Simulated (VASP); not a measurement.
Au (fcc): the lattice constant a from VASP (plane waves, PAW) at several levels of theory. Static lattice.

```csv
level,lattice constant a (Å),error against measurement
PBE,4.156,+2.3 %
revPBE,4.184,+3.0 %
RPBE,4.196,+3.3 %
AM05,4.075,+0.3 %
PW91,4.166,+2.6 %
PBE-D3 (zero damping),4.098,+0.9 %
PBE-D3(BJ),4.101,+1.0 %
optB86b-vdW,4.121,+1.5 %
vdW-DF2,4.339,+6.8 %
vdW-DF-cx,4.094,+0.8 %
MS2,4.073,+0.3 %
```

Measured: 4.062 Å at 0 K (as given by Daniel Mejia-Rodriguez et al., Physical Review B (2018), arXiv:1807.09216; static lattice: zero-point anharmonic expansion removed).

The cell of the PBE run:

Au has the cubic space group Fm-3m (No. 225), the fcc (Cu type) structure, Pearson symbol cF4. Lattice parameters: a = b = c = 4.156 Å, α = β = γ = 90.00°. Au on 4a sees 12 Au at 2.939 Å (cuboctahedral). (Neighbours: up to the widest gap in distance over summed covalent radii, below 1.35, at either atom.)
(The calculation used a cell of 1 atom; values per cell refer to that cell.)

Only levels that ran to the end are used. Left out are those held back, those with too coarse a band path, GW runs whose mesh misses a band edge, hybrids' fits of cells that aren't cubic and levels without matching references; a question may draw on a part of the rest.

The compound is Au in the fcc structure.
